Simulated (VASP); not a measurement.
The system is SiClH3, in a box.

```
Si Cl H
1.0
    12.00000    0.00000    0.00000
     0.00000   12.00000    0.00000
     0.00000    0.00000   12.00000
Si Cl H
1 1 3
Direct
  0.45477 0.46540 0.51008
  0.61730 0.42105 0.54015
  0.38487 0.42315 0.60258
  0.41955 0.41504 0.40308
  0.44821 0.58846 0.50393
```

Base run:

| Quantity | Value |
| --- | --- |
| Program | VASP 6.6.1 |
| Functional | HSE06 |
| Dispersion | TS |
| Potentials or basis | VASP PAW PBE potentials, release 64 (Si, Cl, H) |
| Cutoff | 520 eV |
| k mesh | 1 × 1 × 1 |
| Occupations | gaussian, width 0.01 eV |
| Spin | no spin polarisation |

Its results: gap between the frontier levels 7.92 eV; largest force 0.077 eV/Å.

Q: The run is repeated on the same cell with these changes: functional from HSE06 to PBE; further incar settings from ALGO = Normal; EDIFF = 1e-07; NBANDS = 15 to ALGO = Normal; EDIFF = 1e-06. What comes out?

A: Gap between the frontier levels 6.51 eV; largest force 0.225 eV/Å.

Caveats: the PAW data sets were made with another functional, which shifts forces and pressure a little (some runs).

